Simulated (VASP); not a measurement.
Calculation: PBE GGA, VASP's PBE PAW potentials (set 64) (plane waves; VASP).

VASP ran on this input.

File POSCAR:
```
Pb26Te27
1.0
  0.0000000000   9.8416856329   9.8416856329
  9.8416856329   0.0000000000   9.8416856329
  9.8416856329   9.8416856329   0.0000000000
Te Pb
27 26
Cartesian
  0.0000000000   0.0000000000   0.0000000000
  3.2805585971   3.2805585971   0.0000000000
  6.5611270358   6.5611270358   0.0000000000
  3.2805585971   0.0000000000   3.2805585971
  6.5611171941   3.2805585971   3.2805585971
  9.8416856329  16.4028126687  13.1222442300
  6.5611270358   0.0000000000   6.5611270358
  9.8416856329   3.2805585971   6.5611270358
 13.1222540717  16.4028126687  16.4028126687
  0.0000000000   3.2805585971   3.2805585971
  3.2805585971   6.5611171941   3.2805585971
 16.4028126687   9.8416856329  13.1222442300
  3.2805585971   3.2805585971   6.5611171941
  6.5611171941   6.5611171941   6.5611171941
  9.8416856329   9.8416856329   6.5611171941
  6.5611270358   3.2805585971   9.8416856329
  9.8416856329   6.5611171941   9.8416856329
 13.1222540717   9.8416856329   9.8416856329
  0.0000000000   6.5611270358   6.5611270358
  3.2805585971   9.8416856329   6.5611270358
 16.4028126687  13.1222540717  16.4028126687
  3.2805585971   6.5611270358   9.8416856329
  6.5611171941   9.8416856329   9.8416856329
  9.8416856329  13.1222540717   9.8416856329
  6.5611270358   6.5611270358  13.1222540717
  9.8416856329   9.8416856329  13.1222540717
 13.1222540717  13.1222540717  13.1222540717
  3.2805684388   3.2805684388   3.2805684388
  6.5611270358   6.5611270358   3.2805684388
  9.8416856329   9.8416856329   3.2805684388
  6.5611270358   3.2805684388   6.5611270358
  9.8416856329   6.5611270358   6.5611270358
 13.1222442300   9.8416856329   6.5611270358
  9.8416856329   3.2805684388   9.8416856329
 13.1222442300   6.5611270358   9.8416856329
 16.4028028270   9.8416856329   9.8416856329
  3.2805684388   6.5611270358   6.5611270358
  6.5611270358   9.8416856329   6.5611270358
  9.8416856329  13.1222442300   6.5611270358
  6.5611270358   6.5611270358   9.8416856329
 13.1222442300  13.1222442300   9.8416856329
  9.8416856329   6.5611270358  13.1222442300
 13.1222442300   9.8416856329  13.1222442300
 16.4028028270  13.1222442300  13.1222442300
  3.2805684388   9.8416856329   9.8416856329
  6.5611270358  13.1222442300   9.8416856329
  9.8416856329  16.4028028270   9.8416856329
  6.5611270358   9.8416856329  13.1222442300
  9.8416856329  13.1222442300  13.1222442300
 13.1222442300  16.4028028270  13.1222442300
  9.8416856329   9.8416856329  16.4028028270
 13.1222442300  13.1222442300  16.4028028270
 16.4028028270  16.4028028270  16.4028028270
```

INCAR:
```
# general
SYSTEM  = Pb26Te27
PREC    = Normal
ENCUT   = 400
LREAL   = Auto
LASPH   = .TRUE.
ISYM    = 0

# electronic loop
EDIFF   = 1E-5
NELM    = 100
NELMIN  = 4
ALGO    = Fast
LMAXMIX = 4

# smearing
ISMEAR  = 0
SIGMA   = 0.05

# functional
GGA     = PE

# ions
IBRION  = 2
NSW     = 60
ISIF    = 2
EDIFFG  = -0.03

# output
LWAVE   = .FALSE.
LCHARG  = .FALSE.
```

KPOINTS:
```
Automatic mesh
0
Gamma
1 1 1
0 0 0
```

POTCAR, in this order: Te Pb (PBE.64 set). Program: vasp_gam.

What VASP printed:

OUTCAR:
```
 ion  position               nearest neighbor table
   1  0.000  0.000  0.000-  30 3.28  34 3.28  36 3.28  45 3.28  47 3.28  51 3.28
   2  0.000  0.000  0.333-  34 3.28  45 3.28  35 3.28  46 3.28  52 3.28  28 3.28
   3  0.000  0.000  0.667-  36 3.28  47 3.28  29 3.28  46 3.28  35 3.28  53 3.28
   4  0.000  0.333  0.000-  30 3.28  45 3.28  33 3.28  48 3.28  50 3.28  28 3.28
   5  0.000  0.333  0.333-  28 3.28  46 3.28  48 3.28  49 3.28  31 3.28  29 3.28
   6  0.000  0.333  0.667-  29 3.28  30 3.28  47 3.28  50 3.28  49 3.28  32 3.28
   7  0.000  0.667  0.000-  36 3.28  51 3.28  31 3.28  48 3.28  33 3.28  53 3.28
   8  0.000  0.667  0.333-  31 3.28  34 3.28  51 3.28  52 3.28  32 3.28  49 3.28
   9  0.000  0.667  0.667-  53 3.28  35 3.28  33 3.28  32 3.28  50 3.28  52 3.28
  10  0.333  0.000  0.000-  30 3.28  34 3.28  39 3.28  42 3.28  44 3.28  28 3.28
  11  0.333  0.000  0.333-  28 3.28  35 3.28  42 3.28  43 3.28  37 3.28  29 3.28
  12  0.333  0.000  0.667-  29 3.28  30 3.28  36 3.28  44 3.28  43 3.28  38 3.28
  13  0.333  0.333  0.000-  28 3.28  33 3.28  39 3.28  41 3.28  31 3.28  37 3.28
  14  0.333  0.333  0.333-  29 3.28  31 3.28  37 3.28  40 3.28  38 3.28  32 3.28
  15  0.333  0.333  0.667-  30 3.28  32 3.28  33 3.28  38 3.28  39 3.28
  16  0.333  0.667  0.000-  31 3.28  34 3.28  36 3.28  44 3.28  41 3.28  40 3.28
  17  0.333  0.667  0.333-  34 3.28  32 3.28  35 3.28  40 3.28  42 3.28
  18  0.333  0.667  0.667-  36 3.28  35 3.28  33 3.28  41 3.28  43 3.28
  19  0.667  0.000  0.000-  47 3.28  51 3.28  42 3.28  37 3.28  39 3.28  53 3.28
  20  0.667  0.000  0.333-  37 3.28  45 3.28  51 3.28  52 3.28  43 3.28  38 3.28
  21  0.667  0.000  0.667-  53 3.28  46 3.28  39 3.28  38 3.28  44 3.28  52 3.28
  22  0.667  0.333  0.000-  37 3.28  45 3.28  47 3.28  50 3.28  41 3.28  40 3.28
  23  0.667  0.333  0.333-  45 3.28  40 3.28  38 3.28  46 3.28  48 3.28
  24  0.667  0.333  0.667-  47 3.28  41 3.28  46 3.28  39 3.28  49 3.28
...
```

### OSZICAR
```
...
DAV:   2     0.735151965444E+02   -0.17597E+04   -0.16902E+04   456   0.192E+02
DAV:   3    -0.188144847665E+03   -0.26166E+03   -0.25689E+03   368   0.807E+01
DAV:   4    -0.201745801069E+03   -0.13601E+02   -0.13397E+02   384   0.180E+01
DAV:   5    -0.202313746847E+03   -0.56795E+00   -0.56484E+00   432   0.424E+00    0.340E+01
RMM:   6    -0.198614319498E+03    0.36994E+01   -0.79318E+00   321   0.330E+00    0.216E+01
RMM:   7    -0.199295664093E+03   -0.68134E+00   -0.15472E+01   342   0.393E+00    0.550E+00
RMM:   8    -0.198749024759E+03    0.54664E+00   -0.13094E+00   320   0.190E+00    0.394E+00
RMM:   9    -0.198728448034E+03    0.20577E-01   -0.35128E-01   351   0.742E-01    0.191E+00
RMM:  10    -0.198696314132E+03    0.32134E-01   -0.22772E-01   348   0.500E-01    0.583E-01
RMM:  11    -0.198700535064E+03   -0.42209E-02   -0.67791E-02   367   0.287E-01    0.648E-01
RMM:  12    -0.198699358351E+03    0.11767E-02   -0.56694E-03   326   0.122E-01    0.310E-01
RMM:  13    -0.198699941096E+03   -0.58275E-03   -0.63434E-03   325   0.996E-02    0.258E-01
RMM:  14    -0.198699821454E+03    0.11964E-03   -0.11728E-03   341   0.550E-02    0.149E-01
RMM:  15    -0.198699679157E+03    0.14230E-03   -0.11364E-03   320   0.452E-02    0.708E-02
RMM:  16    -0.198699688655E+03   -0.94981E-05   -0.18627E-04   342   0.220E-02    0.778E-02
RMM:  17    -0.198699759221E+03   -0.70566E-04   -0.25015E-04   320   0.177E-02    0.125E-01
RMM:  18    -0.198699681698E+03    0.77523E-04   -0.10031E-04   302   0.156E-02    0.576E-02
RMM:  19    -0.198699674222E+03    0.74761E-05   -0.51181E-05   250   0.852E-03
   1 F= -.19869967E+03 E0= -.19866075E+03  d E =-.198700E+03
       N       E                     dE             d eps       ncg     rms          rms(c)
DAV:   1    -0.198739635113E+03   -0.39953E-01   -0.52650E-01   368   0.123E+00    0.409E-01
RMM:   2    -0.198741739626E+03   -0.21045E-02   -0.39336E-02   325   0.314E-01    0.175E-01
RMM:   3    -0.198742238848E+03   -0.49922E-03   -0.64189E-03   344   0.125E-01    0.160E-01
RMM:   4    -0.198742282733E+03   -0.43885E-04   -0.83258E-04   351   0.489E-02    0.108E-01
RMM:   5    -0.198742287060E+03   -0.43267E-05   -0.25806E-04   324   0.269E-02    0.167E-02
RMM:   6    -0.198742284340E+03    0.27198E-05   -0.61779E-05   279   0.137E-02
   2 F= -.19874228E+03 E0= -.19870314E+03  d E =-.426101E-01
       N       E                     dE             d eps       ncg     rms          rms(c)
DAV:   1    -0.198779264961E+03   -0.36978E-01   -0.18480E+00   344   0.231E+00    0.800E-01
RMM:   2    -0.198786004489E+03   -0.67395E-02   -0.13426E-01   325   0.586E-01    0.325E-01
RMM:   3    -0.198787657566E+03   -0.16531E-02   -0.21856E-02   344   0.232E-01    0.298E-01
RMM:   4    -0.198787795573E+03   -0.13801E-03   -0.26963E-03   360   0.903E-02    0.207E-01
RMM:   5    -0.198787817726E+03   -0.22153E-04   -0.95501E-04   328   0.510E-02    0.309E-02
RMM:   6    -0.198787791674E+03    0.26052E-04   -0.19976E-04   330   0.254E-02    0.317E-02
RMM:   7    -0.198787791499E+03    0.17593E-06   -0.69773E-05   273   0.129E-02
   3 F= -.19878779E+03 E0= -.19874798E+03  d E =-.881173E-01
       N       E                     dE             d eps       ncg     rms          rms(c)
DAV:   1    -0.198791689385E+03   -0.38977E-02   -0.40554E-01   344   0.108E+00    0.387E-01
RMM:   2    -0.198793119770E+03   -0.14304E-02   -0.29558E-02   325   0.275E-01    0.152E-01
RMM:   3    -0.198793485897E+03   -0.36613E-03   -0.48754E-03   343   0.109E-01    0.137E-01
RMM:   4    -0.198793520245E+03   -0.34349E-04   -0.61581E-04   356   0.428E-02    0.957E-02
RMM:   5    -0.198793528200E+03   -0.79547E-05   -0.22500E-04   319   0.244E-02    0.142E-02
RMM:   6    -0.198793521439E+03    0.67614E-05   -0.43530E-05   236   0.121E-02
   4 F= -.19879352E+03 E0= -.19875329E+03  d E =-.938472E-01
       N       E                     dE             d eps       ncg     rms          rms(c)
DAV:   1    -0.198793550743E+03   -0.22543E-04   -0.26532E-02   368   0.277E-01    0.100E-01
RMM:   2    -0.198793654923E+03   -0.10418E-03   -0.20309E-03   326   0.715E-02    0.412E-02
RMM:   3    -0.198793682144E+03   -0.27221E-04   -0.33087E-04   338   0.286E-02    0.360E-02
RMM:   4    -0.198793684487E+03   -0.23431E-05   -0.38230E-05   225   0.113E-02
   5 F= -.19879368E+03 E0= -.19875332E+03  d E =-.940103E-01
       N       E                     dE             d eps       ncg     rms          rms(c)
DAV:   1    -0.198799289241E+03   -0.56071E-02   -0.22301E-01   320   0.784E-01    0.228E-01
RMM:   2    -0.198800280305E+03   -0.99106E-03   -0.12624E-02   320   0.188E-01    0.813E-02
RMM:   3    -0.198800501857E+03   -0.22155E-03   -0.23377E-03   347   0.768E-02    0.770E-02
RMM:   4    -0.198800499602E+03    0.22549E-05   -0.26214E-04   328   0.307E-02    0.495E-02
RMM:   5    -0.198800495841E+03    0.37610E-05   -0.10276E-04   268   0.162E-02    0.164E-02
RMM:   6    -0.198800496386E+03   -0.54507E-06   -0.19475E-05   201   0.767E-03
   6 F= -.19880050E+03 E0= -.19876050E+03  d E =-.681190E-02
       N       E                     dE             d eps       ncg     rms          rms(c)
DAV:   1    -0.198800935369E+03   -0.43953E-03   -0.20014E+00   320   0.235E+00    0.680E-01
RMM:   2    -0.198810068689E+03   -0.91333E-02   -0.11513E-01   320   0.566E-01    0.235E-01
RMM:   3    -0.198812146549E+03   -0.20779E-02   -0.21417E-02   347   0.232E-01    0.234E-01
RMM:   4    -0.198812127518E+03    0.19031E-04   -0.24041E-03   339   0.931E-02    0.157E-01
RMM:   5    -0.198812082791E+03    0.44726E-04   -0.99859E-04   332   0.502E-02    0.554E-02
RMM:   6    -0.198812103277E+03   -0.20486E-04   -0.26432E-04   345   0.251E-02    0.356E-02
RMM:   7    -0.198812090725E+03    0.12552E-04   -0.11206E-04   274   0.137E-02    0.122E-02
RMM:   8    -0.198812091154E+03   -0.42880E-06   -0.16988E-05   202   0.750E-03
   7 F= -.19881209E+03 E0= -.19877291E+03  d E =-.184067E-01
       N       E                     dE             d eps       ncg     rms          rms(c)
DAV:   1    -0.198810808020E+03    0.12827E-02   -0.40019E-01   336   0.105E+00    0.302E-01
RMM:   2    -0.198812627828E+03   -0.18198E-02   -0.22994E-02   320   0.253E-01    0.102E-01
RMM:   3    -0.198813047649E+03   -0.41982E-03   -0.42979E-03   347   0.104E-01    0.104E-01
RMM:   4    -0.198813044887E+03    0.27619E-05   -0.47953E-04   337   0.416E-02    0.706E-02
RMM:   5    -0.198813034068E+03    0.10819E-04   -0.19429E-04   309   0.223E-02    0.259E-02
RMM:   6    -0.198813037917E+03   -0.38485E-05   -0.53436E-05   245   0.113E-02
   8 F= -.19881304E+03 E0= -.19877409E+03  d E =-.193534E-01
       N       E                     dE             d eps       ncg     rms          rms(c)
DAV:   1    -0.198813033670E+03    0.39829E-06   -0.15731E-02   352   0.208E-01    0.551E-02
RMM:   2    -0.198813097528E+03   -0.63859E-04   -0.83281E-04   319   0.487E-02    0.194E-02
RMM:   3    -0.198813112118E+03   -0.14590E-04   -0.15183E-04   303   0.199E-02    0.186E-02
RMM:   4    -0.198813112184E+03   -0.65891E-07   -0.15747E-05   193   0.783E-03
   9 F= -.19881311E+03 E0= -.19877412E+03  d E =-.194277E-01
       N       E                     dE             d eps       ncg     rms          rms(c)
DAV:   1    -0.198813749248E+03   -0.63713E-03   -0.27431E-01   352   0.859E-01    0.248E-01
RMM:   2    -0.198815048197E+03   -0.12989E-02   -0.15265E-02   320   0.199E-01    0.812E-02
RMM:   3    -0.198815289033E+03   -0.24084E-03   -0.25359E-03   352   0.803E-02    0.622E-02
RMM:   4    -0.198815274064E+03    0.14968E-04   -0.27391E-04   315   0.332E-02    0.371E-02
RMM:   5    -0.198815270930E+03    0.31347E-05   -0.12357E-04   293   0.188E-02    0.120E-02
RMM:   6    -0.198815270721E+03    0.20867E-06   -0.21239E-05   203   0.860E-03
  10 F= -.19881527E+03 E0= -.19877633E+03  d E =-.215854E-02
```

### OUTCAR
```
------------------------ aborting loop because EDIFF is reached ----------------------------------------
  FORCE on cell =-STRESS in cart. coord.  units (eV):
  Direction    XX          YY          ZZ          XY          YZ          ZX
  --------------------------------------------------------------------------------------
  Total       -6.1566644     -6.1564691     -6.1564044     -0.0000200     -0.0000646      0.0000640
  in kB       -5.1738949     -5.1737308     -5.1736764     -0.0000168     -0.0000543      0.0000538
  external PRESSURE =      -5.1737674 kB  Pullay stress =       0.0000000 kB
  volume of cell :     1906.51
      direct lattice vectors                 reciprocal lattice vectors
     0.000000000  9.841685633  9.841685633    -0.050804305  0.050804305  0.050804305
     9.841685633  0.000000000  9.841685633     0.050804305 -0.050804305  0.050804305
     9.841685633  9.841685633  0.000000000     0.050804305  0.050804305 -0.050804305
  FREE ENERGIE OF THE ION-ELECTRON SYSTEM (eV)
  ---------------------------------------------------
  free  energy   TOTEN  =      -198.8152707210 eV

  energy  without entropy=     -198.7373969105  energy(sigma->0) =     -198.77633382

 reached required accuracy - stopping structural energy minimisation
```
(Selected blocks of OUTCAR.)

**CONTCAR**
```
Pb26Te27
   1.00000000000000
     0.0000000000000000    9.8416856329000009    9.8416856329000009
     9.8416856329000009    0.0000000000000000    9.8416856329000009
     9.8416856329000009    9.8416856329000009    0.0000000000000000
  Te              Pb
    27    26
Direct
     0.9999997782434241    0.0000007733676524    0.9999999140664060
     0.9999996633691514    0.0000005236421632    0.3328414008692901
     0.9999998503972906    0.0000002417474931    0.6671586729550668
     0.9999994328295493    0.3328424799327736    0.9999997376340795
     0.9989774377106431    0.3336750666120027    0.3336744701287807
     0.9999992831502178    0.3328424920944882    0.6671581754472231
     0.9999994891920575    0.6671585301284804    0.0000003137856093
     0.9999990851357216    0.6671582905097851    0.3328425715944506
     0.0010204078451289    0.6663270719259058    0.6663267662337173
     0.3328410734910652    0.0000001239883587    0.0000007882465902
     0.3336738037464863    0.9989781722050741    0.3336743317011234
     0.3328413499404165    0.9999997841227520    0.6671587264796757
     0.3336735642555982    0.3336748265071623    0.9989780680618057
     0.3336736049402571    0.3336751995855605    0.3336739093400375
     0.3347177875212606    0.3347175928681424    0.6652826002788861
     0.3328417356663341    0.6671587800869118    0.9999999405434505
     0.3347178885170060    0.6652828241641032    0.3347178010423427
     0.3347172678284205    0.6652834122469259    0.6652817133487039
     0.6671573387710568    0.0000006627466302    0.0000003413297973
     0.6671579996529524    0.0000003262716579    0.3328418961564263
     0.6663262000679440    0.0010220241858749    0.6663256607191241
     0.6671579619340164    0.3328426257712088    0.0000002243308044
     0.6652812537924201    0.3347189477791278    0.3347185415501830
     0.6652818671408798    0.3347176723871358    0.6652823126006349
     0.6663255706817898    0.6663263038725121    0.0010222751445085
     0.6652818492136298    0.6652823620843975    0.3347177661751778
     0.6663257264039362    0.6663265715794660    0.6663259691027956
     0.1661380416734488    0.1660916157513634    0.1661154961242552
     0.1661172883360760    0.1661185269867596    0.5016469190734031
     0.1708448956841627    0.1708464334385873    0.8291552985943779
     0.1661136889244644    0.5016524810907333    0.1661060258419675
     0.1696711045048685    0.4999986160547202    0.5000022973098871
     0.1696711437792349    0.5000008496969136    0.8303305366289129
     0.1708451653240397    0.8291533267685811    0.1708491191755233
     0.1696686417694835    0.8303316134616907    0.5000005273770011
     0.1708451944487975    0.8291518686057978    0.8291552273604776
     0.5016486630853526    0.1661179827193144    0.1661174619997457
     0.4999987519842538    0.1696691491947391    0.5000006904222086
     0.4999991070846879    0.1696691020423148    0.8303311406109336
     0.4999998484780733    0.5000009382118554    0.1696694889842243
     0.5000003384861904    0.5000010460866368    0.8303296128407309
     0.4999993925050763    0.8303308471215576    0.1696702296233766
     0.4999992748523291    0.8303315687466004    0.5000021113783284
     0.4983502638259808    0.8338826284002422    0.8338837868115848
     0.8291524577696455    0.1708471733036323    0.1708489083437652
     0.8303301765133390    0.1696688977401825    0.5000011544519768
     0.8291518363075085    0.1708466618517278    0.8291544854040764
     0.8303292452731720    0.5000004976833642    0.1696698898691009
     0.8303268535548698    0.5000009655158608    0.5000012057184436
     0.8338821680723295    0.4983524237101817    0.8338824549975128
     0.8291514268677165    0.8291538690303509    0.1708477458527895
     0.8338822941420829    0.8338830921047355    0.4983515720183249
     0.8338944653141626    0.8338841422678099    0.8338717243203797
```

**OUTCAR**
```
 val. band max:        3.6709568251   @ k =   0.0000   0.0000   0.0000

 cond. band min:       5.2812384451   @ k =   0.0000   0.0000   0.0000


 Fermi energy:         3.6863000170

 k-point     1 :       0.0000    0.0000    0.0000
  band No.  band energies     occupation
      1      -7.7296      2.00000
      2      -6.9485      2.00000
      3      -6.9455      2.00000
      4      -6.9455      2.00000
      5      -6.9455      2.00000
      6      -6.9401      2.00000
      7      -6.9401      2.00000
      8      -6.9401      2.00000
      9      -6.7754      2.00000
     10      -6.7732      2.00000
     11      -6.7732      2.00000
     12      -6.7732      2.00000
     13      -6.7409      2.00000
     14      -6.7409      2.00000
     15      -6.5462      2.00000
     16      -6.2584      2.00000
     17      -6.2583      2.00000
     18      -6.2583      2.00000
     19      -6.2439      2.00000
     20      -6.2438      2.00000
     21      -6.2438      2.00000
     22      -6.1779      2.00000
     23      -6.1778      2.00000
     24      -6.1778      2.00000
     25      -6.1744      2.00000
     26      -6.1743      2.00000
     27      -6.1519      2.00000
     28      -4.1112      2.00000
     29      -4.1112      2.00000
     30      -4.1112      2.00000
     31      -4.0931      2.00000
     32      -4.0931      2.00000
     33      -4.0931      2.00000
     34      -4.0741      2.00000
     35      -4.0741      2.00000
     36      -4.0741      2.00000
     37      -4.0652      2.00000
     38      -4.0652      2.00000
     39      -3.8103      2.00000
     40      -3.7590      2.00000
     41      -3.7269      2.00000
     42      -3.7269      2.00000
     43      -3.7268      2.00000
     44      -3.6178      2.00000
     45      -3.6178      2.00000
     46      -3.6178      2.00000
     47      -3.3984      2.00000
     48      -3.2253      2.00000
     49      -3.2253      2.00000
     50      -3.2253      2.00000
     51      -3.2126      2.00000
...
```

The supercell is sampled at Γ alone, which is coarse: total energies, pressure and levels can be off, energies of defects by several tenths of an eV. Unless said otherwise, spin-orbit coupling is left out, though it shifts the bands of the heavy elements here.

The cell is a supercell with a defect, built from a database entry that may be metastable or hypothetical: vac_Pb. The run is not spin-polarised, so no state with unpaired spins was tried.
